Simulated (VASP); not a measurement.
# PbO (Litharge): exact exchange and RPA correlation, part 3 of 6

Aim: total energies of PbO (Litharge) from exact exchange and RPA correlation, beside cheaper functionals. The scan starts from a database cell, scaled to the smallest volume of the series. The cell has space group P4/nmm. Left out of this account: 3 further runs (self-consistent run and share of exact exchange: the chain at volume ratio 1.06 didn't finish; empty bands: ended at its time limit). The start is a cell from a database of measured crystal structures.

VASP 6.6.1, plane waves and PAW; the level of theory is named at each step.

So far, gap on the k-mesh (eV): step 2 (orbitals, volume ratio 0.92, LDA) 0.954; step 4 (empty bands, volume ratio 0.92, LDA) 0.954; step 6 (comparison: r2SCAN, volume ratio 0.92) 1.29; step 7 (orbitals for comparison: HSE06, volume ratio 0.92, LDA) 0.954; step 8 (comparison: HSE06, volume ratio 0.92) 1.60.

The database entry behind the starting cell differs from later determinations by our own check (an axis about 0.4 % long against later determinations), so it need not match the best structure at ambient conditions.

### Step 9. Orbitals, volume ratio 0.96

This step: LDA; plane waves and PAW (Pb_d_GW, O_GW) (VASP 6.6.1).

The same chain follows at a volume ratio of 0.96.

INCAR

```
SYSTEM = PbO
PREC = Accurate
ENCUT = 560
EDIFF = 1E-08
NELM = 100
ISMEAR = 0
SIGMA = 0.05
LREAL = .FALSE.
ALGO = Normal
GGA = CA
NBANDS = 28
LORBIT = 11
LWAVE = .TRUE.
LCHARG = .FALSE.
KPAR = 4
```

POSCAR

```
PbO
1.0
    3.9360744706      0.0000000000      0.0000000000
    0.0000000000      3.9360744706      0.0000000000
    0.0000000000      0.0000000000      4.9422889970
Pb O
2 2
Direct
    0.5000000000      0.0000000000      0.7600000000
    0.0000000000      0.5000000000      0.2400000000
    0.5000000000      0.5000000000      0.0000000000
    0.0000000000      0.0000000000      0.0000000000
```

KPOINTS

```
Automatic mesh
0
Gamma
4 4 3
0 0 0
```

Potentials, in the order of the species: Pb_d_GW and O_GW (LDA family, release 64).

Run with:

```bash
mpirun -np 4 vasp_std
```

Output:

```text
[... set-up lines as in an earlier step ...]
 entering main loop
       N       E                     dE             d eps       ncg     rms          rms(c)
DAV:   1     0.554105380452E+03    0.55411E+03   -0.26636E+04  1044   0.283E+03
DAV:   2     0.454405140969E+02   -0.50866E+03   -0.48951E+03   944   0.806E+02
DAV:   3    -0.243584055798E+02   -0.69799E+02   -0.67259E+02  1048   0.310E+02
DAV:   4    -0.287045304689E+02   -0.43461E+01   -0.43155E+01  1104   0.791E+01
[...]
DAV:  13    -0.244334350356E+02    0.40300E-08   -0.13576E-06  1136   0.221E-02    0.199E-03
DAV:  14    -0.244334349988E+02    0.36811E-07   -0.80807E-08   880   0.487E-03    0.441E-04
DAV:  15    -0.244334350006E+02   -0.17735E-08   -0.37217E-08   648   0.404E-03
   1 F= -.24433435E+02 E0= -.24433435E+02  d E =-.961519E-22
 writing wavefunctions
```

Run time: 9.6 s. Hardware: 4 MPI ranks of Intel Xeon Platinum 8259CL at 2.50GHz (Skylake/Cascade Lake), shared host; peak memory 0.7 GiB.

From OUTCAR (step 9):

```text
  Total        0.0744759      0.0744759     -0.1390262      0.0000000      0.0000000      0.0000000
  in kB        1.5583744      1.5583744     -2.9090595      0.0000000      0.0000000      0.0000000
  external PRESSURE =       0.0692297 kB  Pullay stress =       0.0000000 kB

 POSITION                                       TOTAL-FORCE (eV/Angst)
 -----------------------------------------------------------------------------------
      1.96804      0.00000      3.75614        -0.000000      0.000000      0.011826
      0.00000      1.96804      1.18615         0.000000      0.000000     -0.011826
      1.96804      1.96804      0.00000         0.000000     -0.000000      0.000000
      0.00000      0.00000      0.00000         0.000000      0.000000      0.000000
 -----------------------------------------------------------------------------------
    total drift:                                0.000000      0.000000      0.000000

  FREE ENERGIE OF THE ION-ELECTRON SYSTEM (eV)
  ---------------------------------------------------
  free  energy   TOTEN  =       -24.4334350006 eV

  energy  without entropy=      -24.4334350006  energy(sigma->0) =      -24.43343500

[... 1 part as in an earlier step ...]

[... 2 further parts left out ...]
[key lines of the parts left out:]
E-fermi :   2.8132
```

The run ends at a pressure of 0.01 GPa, with forces up to 0.012 eV/Å.

### Step 10. Exact exchange, volume ratio 0.96

This step: Hartree-Fock energy on LDA orbitals; plane waves and PAW (Pb_d_GW, O_GW) (VASP 6.6.1).

Exact exchange at this point.

INCAR

```
SYSTEM = PbO
PREC = Accurate
ENCUT = 560
ISMEAR = 0
SIGMA = 0.05
LREAL = .FALSE.
GGA = CA
NBANDS = 28
ALGO = Eigenval
NELM = 1
LHFCALC = .TRUE.
AEXX = 1
ALDAC = 0
AGGAC = 0
PRECFOCK = Normal
LWAVE = .FALSE.
LCHARG = .FALSE.
```

POSCAR is that of step 9.

KPOINTS is that of step 9.

The WAVECAR or CHGCAR of an earlier step is read.

Run with:

```bash
mpirun -np 4 vasp_std
```

Output:

```text
[... set-up lines as in an earlier step ...]
 entering main loop
       N       E                     dE             d eps       ncg     rms          rms(c)
EIG:   1    -0.452079288273E+02   -0.45208E+02    0.00000E+00     0   0.000E+00
   1 F= -.45207929E+02 E0= -.45207929E+02  d E =-.961519E-22
```

Wall time 2.6 min (4 MPI ranks); peak memory 0.61 GiB; 10 min of CPU time.

OUTCAR, selected parts (step 10):

```text
 POSITION                                       TOTAL-FORCE (eV/Angst)
 -----------------------------------------------------------------------------------
      1.96804      0.00000      3.75614        -0.000000      0.000000     -0.292345
      0.00000      1.96804      1.18615        -0.000000      0.000000      0.292345
      1.96804      1.96804      0.00000         0.000000      0.000000      0.000000
      0.00000      0.00000      0.00000        -0.000000      0.000000      0.000000
 -----------------------------------------------------------------------------------
    total drift:                               -0.000001      0.000000     -0.000000

  FREE ENERGIE OF THE ION-ELECTRON SYSTEM (eV)
  ---------------------------------------------------
  free  energy   TOTEN  =       -45.2079288273 eV

  energy  without entropy=      -45.2079288273  energy(sigma->0) =      -45.20792883

[... 2 parts as in an earlier step ...]

[... 1 further part left out ...]
[key lines of the parts left out:]
E-fermi :   2.8132
```

The Hartree-Fock energy on these orbitals is -11.3020 eV an atom.

### Step 11. Empty bands, volume ratio 0.96

This step: LDA; plane waves and PAW (Pb_d_GW, O_GW) (VASP 6.6.1).

The empty bands are made again, for the run that follows.

INCAR

```
SYSTEM = PbO
PREC = Accurate
ENCUT = 560
ISMEAR = 0
SIGMA = 0.05
LREAL = .FALSE.
GGA = CA
NBANDS = 1256
ALGO = Exact
NELM = 1
LWAVE = .TRUE.
LCHARG = .FALSE.
LOPTICS = .TRUE.
NEDOS = 1000
CSHIFT = 0.1
```

POSCAR is that of step 10.

KPOINTS is that of step 10.

Run with:

```bash
mpirun -np 4 vasp_std
```

Output:

```text
[banner, memory and clock lines left out]
running    4 mpi-ranks, on    1 nodes
[...]
LDA part: xc-table for (Slater(with rela. corr.)+CA(PZ))
 , standard interpolation
 found WAVECAR, reading the header
  number of bands has changed, file:    28 present:  1256
  trying to continue reading WAVECAR, but it might fail
 POSCAR, INCAR and KPOINTS ok, starting setup
[...]
reading WAVECAR
 random initialization beyond band           28
 the WAVECAR file was read successfully
 initial charge from wavefunction
 entering main loop
       N       E                     dE             d eps       ncg     rms          rms(c)
DIA:   1    -0.244334350172E+02   -0.24433E+02    0.00000E+00     0   0.000E+00
   1 F= -.24433435E+02 E0= -.24433435E+02  d E =-.486422E-25
 writing wavefunctions
 optical routines
 imaginary and real dielectric function
 recalculating local potential from charge density
 direction            1
 direction            2
 direction            3
```

Run time: 1.9 min. Hardware: 4 MPI ranks; peak memory 2.4 GiB.

Parts of OUTCAR (step 11):

```text
  Total        0.0749027      0.0749027     -0.1404180      0.0000000      0.0000000      0.0000000
  in kB        1.5673051      1.5673051     -2.9381805      0.0000000      0.0000000      0.0000000
  external PRESSURE =       0.0654766 kB  Pullay stress =       0.0000000 kB

 POSITION                                       TOTAL-FORCE (eV/Angst)
 -----------------------------------------------------------------------------------
      1.96804      0.00000      3.75614         0.000000      0.000000      0.012303
      0.00000      1.96804      1.18615        -0.000000     -0.000000     -0.012303
      1.96804      1.96804      0.00000        -0.000000      0.000000      0.000000
      0.00000      0.00000      0.00000        -0.000000     -0.000000      0.000000
 -----------------------------------------------------------------------------------
    total drift:                                0.000000      0.000000      0.000000

  FREE ENERGIE OF THE ION-ELECTRON SYSTEM (eV)
  ---------------------------------------------------
  free  energy   TOTEN  =       -24.4334350172 eV

  energy  without entropy=      -24.4334350172  energy(sigma->0) =      -24.43343502

[... 1 part as in an earlier step ...]

[... 2 further parts left out ...]
[key lines of the parts left out:]
E-fermi :   2.8410
```

WAVECAR now holds 1256 bands for 44 electrons.

### Step 12. RPA correlation, volume ratio 0.96

This step: RPA correlation on LDA orbitals; plane waves and PAW (Pb_d_GW, O_GW) (VASP 6.6.1).

RPA correlation at this point.

INCAR

```
SYSTEM = PbO
PREC = Accurate
ENCUT = 560
ISMEAR = 0
SIGMA = 0.05
LREAL = .FALSE.
GGA = CA
NBANDS = 1256
ALGO = ACFDT
ENCUTGW = 160
NOMEGA = 12
PRECFOCK = Fast
LWAVE = .FALSE.
LCHARG = .FALSE.
```

POSCAR is that of step 11.

KPOINTS is that of step 11.

Run with:

```bash
mpirun -np 4 vasp_std
```

Output:

```text
[banner, memory and clock lines left out]
running    4 mpi-ranks, on    1 nodes
[...]
LDA part: xc-table for (Slater(with rela. corr.)+CA(PZ))
 , standard interpolation
 found WAVECAR, reading the header
 POSCAR, INCAR and KPOINTS ok, starting setup
[...]
reading WAVECAR
 the WAVECAR file was read successfully
 initial charge from wavefunction
 available memory per node:    128.40 GB, setting MAXMEM to    131484

 The Fermi energy was updated, please check that it is located mid-gap
 values below the HOMO (VB) or above the LUMO (CB) will cause erroneous energies
 E-fermi :   3.0017

 the WAVEDER file was read successfully
 set NWRITE>2 for more details about minimax calculation
 number of imaginary grid points requested:      12
 number of distinct grids requested:  1
 quadrature errors minimized for energies in [ 0.103E+01, 0.502E+03 ]
 bosonic grid (T=0, re) determined with error: 0.2092E-06
 bosonic grid (re): 0.2092E-06
       0.2576       0.8453       1.6782       3.0250       5.3591
[...]
NQ=   6    0.5000    0.5000    0.0000,
|.........|.........|.........|.........
 performed      93822000 updates of chi_q(r,r)
 total number of BLAS operations      92047.72 Gflops
NQ=   7    0.0000    0.0000    0.3333,
|.........|.........|.........|.........
 performed     109459000 updates of chi_q(r,r)
 total number of BLAS operations     106679.68 Gflops
NQ=   8    0.2500    0.0000    0.3333,
|.........|.........|.........|.........
 performed     125096000 updates of chi_q(r,r)
 total number of BLAS operations     122268.02 Gflops
NQ=   9    0.5000    0.0000    0.3333,
|.........|.........|.........|.........
 performed     140733000 updates of chi_q(r,r)
 total number of BLAS operations     137944.80 Gflops
NQ=  10    0.2500    0.2500    0.3333,
|.........|.........|.........|.........
 performed     156370000 updates of chi_q(r,r)
 total number of BLAS operations     153444.94 Gflops
NQ=  11    0.5000    0.2500    0.3333,
|.........|.........|.........|.........
 performed     172007000 updates of chi_q(r,r)
 total number of BLAS operations     169477.99 Gflops
NQ=  12    0.5000    0.5000    0.3333,
|.........|.........|.........|.........
 performed     187644000 updates of chi_q(r,r)
 total number of BLAS operations     186419.26 Gflops
 entering main loop
```

Run time: 37 min. Hardware: 4 MPI ranks; peak memory 3.5 GiB.

OUTCAR, selected parts (step 12):

```text
      cutoff energy     smooth cutoff   RPA   correlation   Hartree contr. to MP2
---------------------------------------------------------------------------------
            160.000           128.000      -48.8833110364      -83.1423803551
            152.381           121.905      -48.3377695285      -82.3811185932
            145.125           116.100      -47.7656950747      -81.5695715755
            138.214           110.571      -47.1664144610      -80.7056917098
            131.632           105.306      -46.5442549204      -79.7936428288
            125.364           100.291      -45.8934955322      -78.8239632278
            119.394            95.516      -45.2157781758      -77.7988182773
            113.709            90.967      -44.5130290053      -76.7186630886
  linear regression

[... 2 parts as in an earlier step ...]

[... 2 further parts left out ...]
[key lines of the parts left out:]
E-fermi :   3.0017
```

Extrapolated by the program to an infinite response cutoff, the correlation energy is -13.838 eV an atom, -13 meV against the point before. With exact exchange the total is -25.1396 eV an atom.

### Step 13. Comparison: r2SCAN, volume ratio 0.96

This step: r2SCAN; plane waves and PAW (Pb_d_GW, O_GW) (VASP 6.6.1).

The comparison at this point.

INCAR

```
SYSTEM = PbO
PREC = Accurate
ENCUT = 560
EDIFF = 1E-06
NELM = 100
ISMEAR = 0
SIGMA = 0.05
LREAL = .FALSE.
ALGO = Normal
METAGGA = R2SCAN
LASPH = .TRUE.
NBANDS = 28
LWAVE = .FALSE.
LCHARG = .FALSE.
KPAR = 4
```

POSCAR is that of step 12.

KPOINTS is that of step 12.

Run with:

```bash
mpirun -np 4 vasp_std
```

Output:

```text
[banner, memory and clock lines left out]
running    4 mpi-ranks, on    1 nodes
[...]
[... a notice as in an earlier step ...]

 LDA part: xc-table for (None), standard interpolation
 POSCAR, INCAR and KPOINTS ok, starting setup
[...]
entering main loop
       N       E                     dE             d eps       ncg     rms          rms(c)
DAV:   1    -0.250307525902E+04   -0.25031E+04   -0.27255E+04  1044   0.289E+03
DAV:   2    -0.302302302473E+04   -0.51995E+03   -0.49983E+03   940   0.828E+02
DAV:   3    -0.309805537926E+04   -0.75032E+02   -0.72407E+02  1028   0.326E+02
DAV:   4    -0.310315301172E+04   -0.50976E+01   -0.50643E+01  1128   0.894E+01
[...]
DAV:  13    -0.308708208879E+04    0.43571E-04   -0.22330E-04  1060   0.230E-01    0.953E-03
DAV:  14    -0.308708208797E+04    0.81870E-06   -0.11740E-05  1024   0.431E-02    0.209E-03
DAV:  15    -0.308708208789E+04    0.77403E-07   -0.59290E-07   436   0.153E-02
   1 F= -.30870821E+04 E0= -.30870821E+04  d E =-.579090E-78
```

Elapsed: 56 s, on 4 MPI ranks; peak memory 0.82 GiB.

From OUTCAR (step 13):

```text
  Total        1.8594113      1.8594113      1.3654041      0.0000000      0.0000000      0.0000000
  in kB       38.9073193     38.9073193     28.5704470      0.0000000      0.0000000      0.0000000
  external PRESSURE =      35.4616952 kB  Pullay stress =       0.0000000 kB

 POSITION                                       TOTAL-FORCE (eV/Angst)
 -----------------------------------------------------------------------------------
      1.96804      0.00000      3.75614         0.000000      0.000000     -0.206682
      0.00000      1.96804      1.18615         0.000000     -0.000000      0.206682
      1.96804      1.96804      0.00000         0.000000     -0.000000      0.000000
      0.00000      0.00000      0.00000         0.000000      0.000000      0.000000
 -----------------------------------------------------------------------------------
    total drift:                                0.000000      0.000000      0.000000

  FREE ENERGIE OF THE ION-ELECTRON SYSTEM (eV)
  ---------------------------------------------------
  free  energy   TOTEN  =     -3087.0820878898 eV

  energy  without entropy=    -3087.0820878898  energy(sigma->0) =    -3087.08208789

[... 2 parts as in an earlier step ...]

[... 1 further part left out ...]
[key lines of the parts left out:]
E-fermi :   3.3135
```

Its energy is -771.7705 eV an atom, on a zero of its own.

### Step 14. Orbitals for comparison: HSE06, volume ratio 0.96

This step: LDA; plane waves and PAW (Pb_d_GW, O_GW) (VASP 6.6.1).

Starting orbitals, as before.

INCAR

```
SYSTEM = PbO
PREC = Accurate
ENCUT = 560
EDIFF = 1E-05
NELM = 100
ISMEAR = 0
SIGMA = 0.05
LREAL = .FALSE.
ALGO = Normal
GGA = CA
NBANDS = 28
LORBIT = 11
LWAVE = .TRUE.
LCHARG = .FALSE.
KPAR = 4
```

POSCAR is that of step 13.

KPOINTS is that of step 13.

Run with:

```bash
mpirun -np 4 vasp_std
```

Output:

```text
[... set-up lines as in an earlier step ...]
 entering main loop
       N       E                     dE             d eps       ncg     rms          rms(c)
[... 10 cycles as in an earlier step ...]
DAV:  11    -0.244334337387E+02   -0.11835E-04   -0.10563E-04   968   0.139E-01    0.877E-03
DAV:  12    -0.244334342780E+02   -0.53929E-06   -0.88886E-06   484   0.780E-02
   1 F= -.24433434E+02 E0= -.24433434E+02  d E =-.906944E-22
 writing wavefunctions
```

Wall time 9.4 s (4 MPI ranks); peak memory 0.7 GiB.

Parts of OUTCAR (step 14):

```text
  Total        0.0549816      0.0549816     -0.1598202      0.0000000     -0.0000000      0.0000000
  in kB        1.1504642      1.1504642     -3.3441638      0.0000000     -0.0000000      0.0000000
  external PRESSURE =      -0.3477451 kB  Pullay stress =       0.0000000 kB

 POSITION                                       TOTAL-FORCE (eV/Angst)
 -----------------------------------------------------------------------------------
      1.96804      0.00000      3.75614        -0.000000      0.000000      0.005430
      0.00000      1.96804      1.18615         0.000000      0.000000     -0.005430
      1.96804      1.96804      0.00000        -0.000000      0.000000      0.000000
      0.00000      0.00000      0.00000        -0.000000     -0.000000      0.000000
 -----------------------------------------------------------------------------------
    total drift:                                0.000000      0.000000      0.000000

  FREE ENERGIE OF THE ION-ELECTRON SYSTEM (eV)
  ---------------------------------------------------
  free  energy   TOTEN  =       -24.4334342780 eV

  energy  without entropy=      -24.4334342780  energy(sigma->0) =      -24.43343428

[... 2 parts as in an earlier step ...]

[... 1 further part left out ...]
[key lines of the parts left out:]
E-fermi :   2.8133
```

The run ends at a pressure of -0.03 GPa, with forces up to 0.0054 eV/Å.

### Step 15. Comparison: HSE06, volume ratio 0.96

This step: HSE06; plane waves and PAW (Pb_d_GW, O_GW) (VASP 6.6.1).

The comparison at this point.

INCAR

```
SYSTEM = PbO
PREC = Accurate
ENCUT = 560
EDIFF = 1E-06
NELM = 100
ISMEAR = 0
SIGMA = 0.05
LREAL = .FALSE.
ALGO = Normal
LHFCALC = .TRUE.
AEXX = 0.25
GGA = PE
HFSCREEN = 0.2
LASPH = .TRUE.
NBANDS = 28
PRECFOCK = Fast
LWAVE = .FALSE.
LCHARG = .FALSE.
KPAR = 4
```

POSCAR is that of step 14.

KPOINTS is that of step 14.

The WAVECAR or CHGCAR of an earlier step is read.

Run with:

```bash
mpirun -np 4 vasp_std
```

Output:

```text
[... set-up lines as in an earlier step ...]
 entering main loop
       N       E                     dE             d eps       ncg     rms          rms(c)
DAV:   1    -0.275528879931E+02   -0.27553E+02   -0.10839E+01   832   0.928E+01    0.321E+00
DAV:   2    -0.273102056400E+02    0.24268E+00   -0.48183E-01  1072   0.183E+01    0.168E+00
DAV:   3    -0.272454825942E+02    0.64723E-01   -0.19369E-01  1016   0.110E+01    0.792E-01
DAV:   4    -0.272386593614E+02    0.68232E-02   -0.28662E-02  1012   0.505E+00    0.385E-01
[...]
DAV:   9    -0.272370332684E+02    0.11409E-04   -0.59762E-06   768   0.576E-02    0.188E-02
DAV:  10    -0.272370300757E+02    0.31927E-05   -0.52366E-06   820   0.260E-02    0.107E-02
DAV:  11    -0.272370291113E+02    0.96440E-06   -0.62184E-07   464   0.113E-02
   1 F= -.27237029E+02 E0= -.27237029E+02  d E =-.361681E-33
```

Run time: 9.7 min. Hardware: 4 MPI ranks; peak memory 1.2 GiB.

Parts of OUTCAR (step 15):

```text
 POSITION                                       TOTAL-FORCE (eV/Angst)
 -----------------------------------------------------------------------------------
      1.96804      0.00000      3.75614         0.000000      0.000000      0.197367
      0.00000      1.96804      1.18615         0.000000      0.000000     -0.197367
      1.96804      1.96804      0.00000         0.000000     -0.000000      0.000000
      0.00000      0.00000      0.00000         0.000000     -0.000000      0.000000
 -----------------------------------------------------------------------------------
    total drift:                                0.000004      0.000005     -0.000001

  FREE ENERGIE OF THE ION-ELECTRON SYSTEM (eV)
  ---------------------------------------------------
  free  energy   TOTEN  =       -27.2370291113 eV

  energy  without entropy=      -27.2370291113  energy(sigma->0) =      -27.23702911

[... 2 parts as in an earlier step ...]

[... 1 further part left out ...]
[key lines of the parts left out:]
E-fermi :   2.6991
```

Its energy is -6.8093 eV an atom, on a zero of its own.

[end of part 3 of 6]

[Lines on the potential files, build, host, timing and source positions are cut from VASP's logs without a mark.]

[Logs are printed without paths, hosts, clocks, repeated set-up lines and the standing remarks that a program may print on its own settings, such as how far it seeks lower states.]

[Hosts, paths, dates, database ids (printed as entryN), source tags and the programs' standing remarks are cut or masked in the printed files.]

[Pressures printed for these runs are not shown converged in the cutoff: they can be off by several GPa and have the wrong sign.]
